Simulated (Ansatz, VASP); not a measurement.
# Sn35GeO72 (amorphous SnO2) in two plane-wave programs

Wanted: the spread between two codes on one cell, functional and k mesh. Of the first pair: The structure shown is the start of the Ansatz relaxation below; VASP solves that cell, so the two are compared at the walk's first step.

Method: plane waves, with VASP 6.6.1 beside it; PBE, in Ansatz 0.2.0.

### Step 1. The starting structure

The cell holds 108 atoms: 35 Sn, 1 Ge and 72 O. Cell: a = 11.343 Å, b = 11.343 Å, c = 11.343 Å, α = 90.0°, β = 90.0°, γ = 90.0°. It derives from SnO2 (amorphous SnO2). As first built, before any earlier steps moved the atoms or strained the cell (in the runner's words): 108 atoms (36 Sn, 72 O) placed at random at 6.03 g/cm^3, melted at 5000 K for 10 ps at fixed volume with the Morse and Coulomb pair potential with partial charges (Pedone, Malavasi, Menziani, Cormack and Segre, J. Phys. Chem. B 110, 11780 (2006)). Quenched from 5000 K to 300 K at 50 K/ps and fixed volume, held 10 ps at zero pressure, then minimised at fixed cell. Nearest the centre at fractional (0.606, 0.367, 0.101): Ge36 at 0.00 Å, O95 at 1.98 Å, O37 at 2.04 Å, O85 at 2.08 Å, O41 at 2.11 Å, O97 at 2.23 Å, O39 at 2.38 Å, Sn16 at 3.24 Å.

### Step 2. Ansatz: relaxation, PBE

Ansatz runs on its PAW soft_1 files.

The two programs are compared at the cell with which this relaxation starts, whose forces are those of its first step.

Contents of input.yaml:

```yaml
crystal:
  lattice:
    - [11.3429, 0.0, 0.0]
    - [0.0, 11.3429, 0.0]
    - [0.0, 0.0, 11.3429]
  atoms:
    - { symbol: Sn, position: [0.84431, 0.47934, 0.22901] }
    - { symbol: Sn, position: [0.9668, 0.16699, 0.51885] }
[... 1 atom line left out ...]
    - { symbol: Sn, position: [0.75732, 0.64718, 0.01812] }
[... 1 atom line left out ...]
    - { symbol: Sn, position: [0.64038, 0.78631, 0.24259] }
[... 1 atom line left out ...]
    - { symbol: Sn, position: [0.39668, 0.64653, 0.01427] }
[... 3 atom lines left out ...]
    - { symbol: Sn, position: [0.44672, 0.42638, 0.7971] }
[... 3 atom lines left out ...]
    - { symbol: Sn, position: [0.33661, 0.39016, 0.19316] }
[... 1 atom line left out ...]
    - { symbol: Sn, position: [0.79868, 0.11425, 0.98291] }
[... 1 atom line left out ...]
    - { symbol: Sn, position: [0.38351, 0.1943, 0.94135] }
    - { symbol: Sn, position: [0.54034, 0.10398, 0.21265] }
    - { symbol: Sn, position: [0.6845, 0.61213, 0.46575] }
[... 8 atom lines left out ...]
    - { symbol: Sn, position: [0.45114, 0.39573, 0.51495] }
[... 1 atom line left out ...]
    - { symbol: Sn, position: [0.63934, 0.11472, 0.48312] }
    - { symbol: Sn, position: [0.82372, 0.19839, 0.26452] }
[... 1 atom line left out ...]
    - { symbol: Ge, position: [0.60618, 0.367, 0.10054], spin: 0.6 }
    - { symbol: O, position: [0.48364, 0.28414, 0.20219], spin: 0.6 }
[... 1 atom line left out ...]
    - { symbol: O, position: [0.45069, 0.50656, 0.11998], spin: 0.6 }
    - { symbol: O, position: [0.71454, 0.65178, 0.85084] }
    - { symbol: O, position: [0.51474, 0.3317, 0.94275], spin: 0.6 }
[... 8 atom lines left out ...]
    - { symbol: O, position: [0.91499, 0.60207, 0.11361] }
[... 2 atom lines left out ...]
    - { symbol: O, position: [0.32655, 0.4082, 0.37126] }
    - { symbol: O, position: [0.5649, 0.40427, 0.67232] }
[... 3 atom lines left out ...]
    - { symbol: O, position: [0.16576, 0.46881, 0.18336] }
[... 5 atom lines left out ...]
    - { symbol: O, position: [0.81827, 0.43893, 0.77116] }
[... 2 atom lines left out ...]
    - { symbol: O, position: [0.4656, 0.08372, 0.055] }
[... 2 atom lines left out ...]
    - { symbol: O, position: [0.93597, 0.32478, 0.18459] }
[... 1 atom line left out ...]
    - { symbol: O, position: [0.27728, 0.2937, 0.05266] }
    - { symbol: O, position: [0.85653, 0.0579, 0.14172] }
[... 4 atom lines left out ...]
    - { symbol: O, position: [0.72196, 0.60215, 0.29033] }
    - { symbol: O, position: [0.53067, 0.91822, 0.18693] }
    - { symbol: O, position: [0.23909, 0.58467, 0.95488] }
    - { symbol: O, position: [0.8089, 0.22639, 0.4557] }
[... 1 atom line left out ...]
    - { symbol: O, position: [0.5088, 0.55755, 0.46106] }
[... 1 atom line left out ...]
    - { symbol: O, position: [0.67988, 0.19925, 0.09687], spin: 0.6 }
[... 4 atom lines left out ...]
    - { symbol: O, position: [0.31358, 0.30989, 0.81885] }
    - { symbol: O, position: [0.68185, 0.02803, 0.89911] }
[... 3 atom lines left out ...]
    - { symbol: O, position: [0.73773, 0.47371, 0.0577], spin: 0.6 }
    - { symbol: O, position: [0.59667, 0.29632, 0.47804] }
    - { symbol: O, position: [0.7198, 0.35498, 0.26086], spin: 0.6 }
    - { symbol: O, position: [0.6865, 0.0907, 0.30903] }
    - { symbol: O, position: [0.60332, 0.69725, 0.09398] }
[... 1 atom line left out ...]
    - { symbol: O, position: [0.89876, 0.24638, 0.94146] }
    - { symbol: O, position: [0.48406, 0.5826, 0.8685] }
    - { symbol: O, position: [0.46699, 0.10274, 0.3729] }
    - { symbol: O, position: [0.04369, 0.42529, 0.96457] }
[... 1 atom line left out ...]
    - { symbol: O, position: [0.44654, 0.12169, 0.79762] }
[... 1 atom line left out ...]
    - { symbol: O, position: [0.87658, 0.7982, 0.71511] }
magnetization:
  spin_polarized: true
kpoints:
  mp_grid: { grid: [1, 1, 1] }
hamiltonian:
  xc: pbe
  pseudopotentials: { kind: paw, azcp: { folder: soft_1 } }
scf:
  occupations: { method: fermi_dirac, width: 0.025 }
  lower_state_search: "off"
output:
  forces: true
  eigenvalues: true
relax:
  f_tol: 0.05
  max_steps: 90
```

Run with:

```console
$ ansatz run input.yaml --threads 4 --pin off --max-ram 15872MiB --backend cpu --events-out ev --progress --plain --runs-dir out
```

Numbers of over 12 decimals in the logs are rounded to 6 here.

The log of the run:

```text
Engine: ansatz 0.2.0, x86_64-unknown-linux-gnu
Pseudopotentials: kind: paw
Pseudopotential: Sn, paw, valence charge 14, recommended cutoff 420 eV (normal), soft_1/Sn.paw.azcp
Pseudopotential: Ge, paw, valence charge 14, recommended cutoff 420 eV (normal), soft_1/Ge.paw.azcp
Pseudopotential: O, paw, valence charge 6, recommended cutoff 420 eV (normal), soft_1/O.paw.azcp
Functional definition: PBE
  parameter kappa = 0.804
  parameter beta = 0.066725
  exchange = pbe_x(kappa = kappa, mu = beta*pi^2/3)
  correlation = pbe_c(beta = beta)
Crystal: 108 atoms, lattice volume = 1459.393 Å³
Basis set: ecut = 420 eV, 28425 PW (Γ), exchange–correlation on 160×160×160 points (8 copies of the dense FFT grid, shifted against one another)
Bands: 579, of which v1, the nominal top of the filled ones, is band 468 counted from 1 (467 counted from 0)
Symmetry: 1 space group operations
Space group: P1 (ITA 1), of the structure as read, at distance tolerance 1.1e-4 Å
Magnetic group: BNS 1.1 (UNI 1), of the structure as read, at distance tolerance 1.1e-4 Å
k-points: 1
Non-local potential: Sn, projectors of the file, l = 0: 2, l = 1: 2, l = 2: 2, l = 3: 1
Non-local potential: Ge, projectors of the file, l = 0: 2, l = 1: 2, l = 2: 3, l = 3: 1
Non-local potential: O, projectors of the file, l = 0: 2, l = 1: 2, l = 2: 1
PAW form: soft (Blöchl's): semilocal exchange-correlation on the pseudo side does not see the compensation charge
PAW one-centre angular grid: Sn, 590 points (default); XC on 64 Gauss nodes
PAW one-centre angular grid: Ge, 590 points (default); XC on 64 Gauss nodes
PAW one-centre angular grid: O, 110 points (default); XC on 64 Gauss nodes
Initial density: superposition of atomic densities (chi_scale 0.1, normalization cell, long waves kept (reshape's long-wave potential 0.16 eV rms))
Starting moments: Σ|m| = 4.2 μB on 7 of 108 sites
Initial wavefunctions: pseudopotential atomic-orbital guess
Functional: x = pbe(κ = 0.804, μ = 0.219515), c = pbe(β = 0.066725)
SCF iter   1: F=—  HF=-255984.467961 eV  |F-HF|=—  |Δ(HF+E_count)|=         —  Δρ=3.99e-2 (↑3.69e-2 ↓3.99e-2)  dr2=6.52e1  dr2_m=2.05e0  M=0.000 μB ∫|m|=1.022 μB  β_m=0.30  ethr=3.10e-3  ⟨swp⟩=5.0  Hψ=4633  notcnv=0  defer=126
preconditioner: auto → Resta (q_TF=auto, 2.534 Å⁻¹)  ε∞=3.4  [insulator: Δε(μ)=0.580 eV  Ē_g=19.181 eV  σ=0.025 eV  W_gap=1.00  n_scr=388 (ndim 8)  ℏωp=29.7 eV  f_vac=0.041  D(μ)=0.00/eV (n_scr^D=0)  ε∞_Penn≈3.4]
spin=Collinear: Resta preconditioning applied to the charge; magnetization (m = ρ↑ − ρ↓) channel mixes plain (no charge-response kernel on spin).
SCF iter   2: F=—  HF=-255973.935228 eV  |F-HF|=—  |Δ(HF+E_count)|=    1.05e1  Δρ=2.56e-2 (↑2.37e-2 ↓2.56e-2)  dr2=2.28e1  dr2_m=1.11e0  M=0.000 μB ∫|m|=0.794 μB  β_m=0.30  ethr=3.10e-3  ⟨swp⟩=3.0  Hψ=1836  notcnv=0  defer=206
SCF iter   3: F=—  HF=-255970.030129 eV  |F-HF|=—  |Δ(HF+E_count)|=    3.91e0  Δρ=1.28e-2 (↑1.27e-2 ↓1.28e-2)  dr2=3.59e0  dr2_m=6.03e-1  M=0.031 μB ∫|m|=0.622 μB  β_m=0.30  ethr=2.43e-3  ⟨swp⟩=2.0  Hψ=1400  notcnv=0  defer=206
SCF iter   4: F=—  HF=-255969.944882 eV  |F-HF|=—  |Δ(HF+E_count)|=   8.52e-2  Δρ=5.90e-3 (↑5.90e-3 ↓5.24e-3)  dr2=3.33e-1  dr2_m=3.30e-1  M=0.001 μB ∫|m|=0.496 μB  β_m=0.30  ethr=3.83e-4  ⟨swp⟩=3.0  Hψ=2284  notcnv=0  defer=206
SCF iter   5: F=—  HF=-255970.033144 eV  |F-HF|=—  |Δ(HF+E_count)|=   8.83e-2  Δρ=4.16e-3 (↑4.16e-3 ↓3.90e-3)  dr2=1.06e-1  dr2_m=1.83e-1  M=0.007 μB ∫|m|=0.394 μB  β_m=0.30  ethr=3.55e-5  ⟨swp⟩=2.0  Hψ=1402  notcnv=0  defer=206
SCF iter   6: F=—  HF=-255970.119249 eV  |F-HF|=—  |Δ(HF+E_count)|=   8.61e-2  Δρ=2.92e-3 (↑2.92e-3 ↓2.92e-3)  dr2=3.27e-2  dr2_m=1.03e-1  M=0.006 μB ∫|m|=0.314 μB  β_m=0.30  ethr=1.13e-5  ⟨swp⟩=2.5  Hψ=2093  notcnv=0  defer=206
SCF iter   7: F=—  HF=-255970.167634 eV  |F-HF|=—  |Δ(HF+E_count)|=   4.84e-2  Δρ=2.12e-3 (↑2.10e-3 ↓2.12e-3)  dr2=5.58e-3  dr2_m=5.83e-2  M=0.003 μB ∫|m|=0.251 μB  β_m=0.30  ethr=3.49e-6  ⟨swp⟩=2.0  Hψ=1985  notcnv=0  defer=206
Mixer restart at iter 7: flushing history
spin-set hold released at iteration 7 (site moments contracting): the magnetisation degrees of freedom join the quasi-Newton model from the next iteration; the mixer history was flushed
SCF iter   8: F=—  HF=-255970.178056 eV  |F-HF|=—  |Δ(HF+E_count)|=   1.04e-2  Δρ=1.61e-3 (↑1.59e-3 ↓1.61e-3)  dr2=3.04e-3  dr2_m=3.34e-2  M=0.002 μB ∫|m|=0.200 μB  β_m=0.65  ethr=5.96e-7  ⟨swp⟩=2.5  Hψ=1815  notcnv=0  defer=206
SCF iter   9: F=—  HF=-255970.196260 eV  |F-HF|=—  |Δ(HF+E_count)|=   1.82e-2  Δρ=4.20e-4 (↑4.20e-4 ↓3.90e-4)  dr2=8.48e-3  dr2_m=4.34e-4  M=-0.000 μB ∫|m|=0.038 μB  β_m=0.55  ethr=3.25e-7  ⟨swp⟩=3.0  Hψ=2327  notcnv=0  defer=206
SCF iter  10: F=—  HF=-255970.195307 eV  |F-HF|=—  |Δ(HF+E_count)|=   9.53e-4  Δρ=1.31e-4 (↑1.31e-4 ↓1.30e-4)  dr2=2.53e-4  dr2_m=1.82e-4  M=-0.000 μB ∫|m|=0.026 μB  β_m=0.70  ethr=3.25e-7  ⟨swp⟩=3.0  Hψ=1538  notcnv=0  defer=206
[...]
- { symbol: Sn, position: [0.975049, 0.166716, 0.521152] }
    - { symbol: Sn, position: [0.588274, 0.043256, 0.750410] }
    - { symbol: Sn, position: [0.747674, 0.640710, 0.019522] }
    - { symbol: Sn, position: [0.959096, 0.818043, 0.867752] }
    - { symbol: Sn, position: [0.641694, 0.794190, 0.243018] }
    - { symbol: Sn, position: [0.173421, 0.565260, 0.661221] }
    - { symbol: Sn, position: [0.375607, 0.655576, 0.00288909] }
    - { symbol: Sn, position: [0.837989, 0.605868, 0.709346] }
    - { symbol: Sn, position: [0.010597, 0.646610, 0.441439] }
    - { symbol: Sn, position: [0.739041, 0.334115, 0.619816] }
    - { symbol: Sn, position: [0.449774, 0.428201, 0.799155] }
    - { symbol: Sn, position: [0.919954, 0.883305, 0.132471] }
    - { symbol: Sn, position: [0.219205, 0.258055, 0.679089] }
    - { symbol: Sn, position: [0.970127, 0.340089, 0.812498] }
    - { symbol: Sn, position: [0.347817, 0.407416, 0.190350] }
    - { symbol: Sn, position: [0.384025, 0.925551, 0.064945] }
    - { symbol: Sn, position: [0.798591, 0.110679, 0.978959] }
    - { symbol: Sn, position: [0.140403, 0.082376, 0.261988] }
    - { symbol: Sn, position: [0.383968, 0.197603, 0.945304] }
    - { symbol: Sn, position: [0.539542, 0.113774, 0.216450] }
    - { symbol: Sn, position: [0.685642, 0.610142, 0.463868] }
    - { symbol: Sn, position: [0.352006, 0.068708, 0.504506] }
    - { symbol: Sn, position: [0.062876, 0.598004, 0.00923478] }
    - { symbol: Sn, position: [0.144959, 0.403747, 0.377831] }
    - { symbol: Sn, position: [0.109329, 0.056014, 0.912962] }
    - { symbol: Sn, position: [0.100521, 0.313583, 0.100157] }
    - { symbol: Sn, position: [0.881156, 0.876259, 0.550546] }
    - { symbol: Sn, position: [0.205789, 0.807190, 0.263108] }
    - { symbol: Sn, position: [0.424485, 0.735063, 0.486059] }
    - { symbol: Sn, position: [0.454533, 0.394650, 0.515798] }
    - { symbol: Sn, position: [0.564332, 0.721677, 0.766806] }
    - { symbol: Sn, position: [0.647597, 0.116625, 0.486553] }
    - { symbol: Sn, position: [0.830848, 0.193314, 0.267825] }
    - { symbol: Sn, position: [0.164865, 0.897374, 0.626712] }
    - { symbol: Ge, position: [0.615307, 0.347482, 0.085409] }
    - { symbol: O, position: [0.501425, 0.305704, 0.191873] }
    - { symbol: O, position: [0.978847, 0.122555, 0.343843] }
    - { symbol: O, position: [0.435393, 0.535729, 0.116335] }
    - { symbol: O, position: [0.710606, 0.644698, 0.850327] }
    - { symbol: O, position: [0.518541, 0.337196, 0.950631] }
    - { symbol: O, position: [0.103871, 0.911695, 0.802108] }
    - { symbol: O, position: [0.319143, 0.884966, 0.524088] }
    - { symbol: O, position: [0.787330, 0.481941, 0.536915] }
    - { symbol: O, position: [0.993357, 0.590656, 0.617775] }
    - { symbol: O, position: [0.113054, 0.284915, 0.518450] }
    - { symbol: O, position: [0.074952, 0.691923, 0.281054] }
    - { symbol: O, position: [0.280079, 0.036445, 0.949831] }
    - { symbol: O, position: [0.844859, 0.715809, 0.471328] }
    - { symbol: O, position: [0.903691, 0.588282, 0.106264] }
    - { symbol: O, position: [0.963071, 0.635571, 0.859617] }
    - { symbol: O, position: [0.910325, 0.261842, 0.661075] }
    - { symbol: O, position: [0.332388, 0.403520, 0.369026] }
    - { symbol: O, position: [0.568153, 0.405259, 0.675615] }
    - { symbol: O, position: [0.171147, 0.553877, 0.478603] }
    - { symbol: O, position: [0.117355, 0.409212, 0.726654] }
    - { symbol: O, position: [0.102514, 0.200600, 0.812796] }
    - { symbol: O, position: [0.169356, 0.468411, 0.187977] }
    - { symbol: O, position: [0.808473, 0.837388, 0.257335] }
    - { symbol: O, position: [0.289061, 0.774607, 0.106923] }
[...]
- { symbol: O, position: [0.893780, 0.244833, 0.937827] }
    - { symbol: O, position: [0.475279, 0.588394, 0.865407] }
    - { symbol: O, position: [0.459555, 0.122311, 0.370533] }
    - { symbol: O, position: [0.045016, 0.419837, 0.966991] }
    - { symbol: O, position: [0.589614, 0.768555, 0.411424] }
    - { symbol: O, position: [0.453173, 0.134906, 0.799647] }
    - { symbol: O, position: [0.820378, 0.807586, 0.997363] }
    - { symbol: O, position: [0.873444, 0.797910, 0.713292] }
```

### Step 3. VASP: single point, PBE, start cell, pair 1

The same cell, functional, mesh and smearing now go to VASP, with its own data sets.

Lines of VASP's logs that name or quote its potential files are left out, and so is its time.

Contents of INCAR:

```
SYSTEM = Sn35GeO72
PREC = Accurate
ENCUT = 520
EDIFF = 1E-06
NELM = 200
ISMEAR = -1
SIGMA = 0.025
LREAL = Auto
ALGO = Normal
GGA = PE
NBANDS = 544
ISPIN = 2
MAGMOM = -0 0 0 -0 0 -0 -0 0 -0 0 0 0 -0 0 0 0 0 -0 0 0 -0 0 -0 0 0 -0 0 -0 0 0 0 0 0 -0 0 0 -0 0 0 0 -0 0 0 -0 0 0 -0 0 0 -0 -0 0 -0 -0 -0 -0 -0 -0 0 -0 -0 -0 -0 -0 0 0 -0 0 -0 -0 0 0 0 0 -0 0 -0 -0 -0 -0 -0 0 0 -0 0 0 -0 -0 -0 -0 -0 0 0 0 -0 0 0 -0 0 -0 -0 -0 0 0 -0 0 -0 0
LORBIT = 11
LWAVE = .FALSE.
LCHARG = .FALSE.
ISIF = 2
LASPH = .TRUE.
GGA_COMPAT = .FALSE.
NCORE = 2
```

Contents of POSCAR:

```
Sn35GeO72
1.0
   11.3429000000      0.0000000000      0.0000000000
    0.0000000000     11.3429000000      0.0000000000
    0.0000000000      0.0000000000     11.3429000000
Sn Ge O
35 1 72
Direct
    0.8443078930      0.4793394987      0.2290066914
    0.9667986141      0.1669943313      0.5188532033
[... 1 atom line left out ...]
    0.7573195567      0.6471801744      0.0181170600
[... 1 atom line left out ...]
    0.6403829708      0.7863068527      0.2425922824
[... 1 atom line left out ...]
    0.3966798614      0.6465277839      0.0142732458
[... 3 atom lines left out ...]
    0.4467199746      0.4263812605      0.7970977440
[... 3 atom lines left out ...]
    0.3366070405      0.3901559566      0.1931604792
[... 1 atom line left out ...]
    0.7986758236      0.1142476792      0.9829144222
[... 1 atom line left out ...]
    0.3835086265      0.1942977545      0.9413465692
    0.5403380088      0.1039769371      0.2126528489
    0.6844986732      0.6121274101      0.4657539077
[... 8 atom lines left out ...]
    0.4511368345      0.3957277240      0.5149476765
[... 1 atom line left out ...]
    0.6393426725      0.1147237479      0.4831216003
    0.8237223285      0.1983884192      0.2645178922
[... 1 atom line left out ...]
    0.6061765510      0.3669960945      0.1005386630
    0.4836417495      0.2841425032      0.2021881529
[... 1 atom line left out ...]
    0.4506872140      0.5065635772      0.1199781361
    0.7145438997      0.6517821721      0.8508406140
    0.5147360904      0.3316964797      0.9427483271
[... 8 atom lines left out ...]
    0.9149864673      0.6020682542      0.1136129209
[... 2 atom lines left out ...]
    0.3265478846      0.4082024879      0.3712630809
    0.5648996288      0.4042705128      0.6723236562
[... 3 atom lines left out ...]
    0.1657600790      0.4688130901      0.1833569898
[... 5 atom lines left out ...]
    0.8182739864      0.4389265532      0.7711608143
[... 2 atom lines left out ...]
    0.4656040342      0.0837175678      0.0550035705
[... 2 atom lines left out ...]
    0.9359687558      0.3247758510      0.1845912421
[... 1 atom line left out ...]
    0.2772835871      0.2936991422      0.0526584912
    0.8565269905      0.0579040633      0.1417186081
[... 4 atom lines left out ...]
    0.7219582294      0.6021475989      0.2903313967
    0.5306667607      0.9182219715      0.1869275053
    0.2390922956      0.5846741133      0.9548792637
    0.8089024853      0.2263883134      0.4557035679
[... 1 atom line left out ...]
    0.5088028635      0.5575470118      0.4610637491
[... 1 atom line left out ...]
    0.6798790433      0.1992523958      0.0968711705
[... 4 atom lines left out ...]
    0.3135794197      0.3098942951      0.8188470321
    0.6818538469      0.0280263425      0.8991086935
[... 3 atom lines left out ...]
    0.7377302101      0.4737060187      0.0577012933
    0.5966728085      0.2963175202      0.4780435338
    0.7197982879      0.3549797671      0.2608592159
    0.6864999251      0.0906999092      0.3090303185
    0.6033201386      0.6972467358      0.0939794938
[... 1 atom line left out ...]
    0.8987560500      0.2463832001      0.9414611784
    0.4840561056      0.5826023327      0.8684992374
    0.4669881600      0.1027426849      0.3729028732
    0.0436925301      0.4252880657      0.9645681439
[... 1 atom line left out ...]
    0.4465436529      0.1216884571      0.7976178931
[... 1 atom line left out ...]
    0.8765835897      0.7981997549      0.7151081293
```

Contents of KPOINTS:

```
Automatic mesh
0
Gamma
1 1 1
0 0 0
```

The projector-augmented-wave data sets are Sn_d, Ge_d and O (PBE family, release 64).

Run with:

```console
$ mpirun -np 8 vasp_gam
```

The log of the run:

```text
[banner, memory and clock lines left out]
running    8 mpi-ranks, on    1 nodes
[...]
LDA part: xc-table for (Slater+PW92), standard interpolation
 POSCAR, INCAR and KPOINTS ok, starting setup
[...]
entering main loop
       N       E                     dE             d eps       ncg     rms          rms(c)
DAV:   1     0.273364455342E+05    0.27336E+05   -0.35990E+05  2176   0.312E+03
DAV:   2     0.628928552427E+04   -0.21047E+05   -0.20270E+05  2176   0.969E+02
DAV:   3     0.231366931730E+03   -0.60579E+04   -0.56765E+04  2296   0.385E+02
DAV:   4    -0.707477275890E+03   -0.93884E+03   -0.91266E+03  2512   0.160E+02
[...]
DAV:  17    -0.644952948174E+03   -0.76712E-05   -0.41607E-05  2648   0.185E-02    0.706E-03
DAV:  18    -0.644952948711E+03   -0.53702E-06   -0.16488E-05  2520   0.994E-03    0.444E-03
DAV:  19    -0.644952948297E+03    0.41345E-06   -0.11509E-06  1360   0.569E-03
   1 F= -.64495295E+03 E0= -.64495088E+03  d E =-.413642E-02  mag=    -0.0000
```

OUTCAR, selected parts (step 3):

```text
  Total        0.6778125     14.5030699     25.6270616     14.0334871      3.7674694     -2.3784957
  in kB        0.7441284     15.9220217     28.1343629     15.4064959      4.1360712     -2.6112031
  external PRESSURE =      14.9335043 kB  Pullay stress =       0.0000000 kB

  FREE ENERGIE OF THE ION-ELECTRON SYSTEM (eV)
  ---------------------------------------------------
  free  energy   TOTEN  =      -644.9529482973 eV

  energy  without entropy=     -644.9488118785  energy(sigma->0) =     -644.95088009

 magnetization (x)
# of ion       s       p       d       tot
------------------------------------------
    1       -0.000   0.000  -0.000  -0.000
    2       -0.000   0.000  -0.000   0.000
    3        0.000   0.000  -0.000   0.000
    4       -0.000   0.000  -0.000  -0.000
    5        0.000   0.000  -0.000   0.000
    6        0.000   0.000  -0.000   0.000
    7       -0.000  -0.000  -0.000  -0.000
    8        0.000   0.000  -0.000   0.000
    9        0.000   0.000   0.000   0.000
   10        0.000   0.000   0.000   0.000
   11        0.000  -0.000  -0.000  -0.000
   12        0.000   0.000  -0.000   0.000
   13        0.000   0.000  -0.000   0.000
[...]
--------------------------------------------------
tot          0.000  -0.000  -0.000  -0.000

[... 3 further parts left out ...]
[key lines of the parts left out:]
E-fermi :   5.0397
```

The run ends at a pressure of 1.49 GPa, with forces up to 2.4 eV/Å.

(Continued in part 2 of 2.)

[Lines on the potential files, build, host, timing and source positions are cut from VASP's logs without a mark.]

[Logs are printed without paths, hosts, clocks, repeated set-up lines and the standing remarks that a program may print on its own settings, such as how far it seeks lower states.]

[Hosts, paths, dates, database ids (printed as entryN), source tags and the programs' standing remarks are cut or masked in the printed files.]
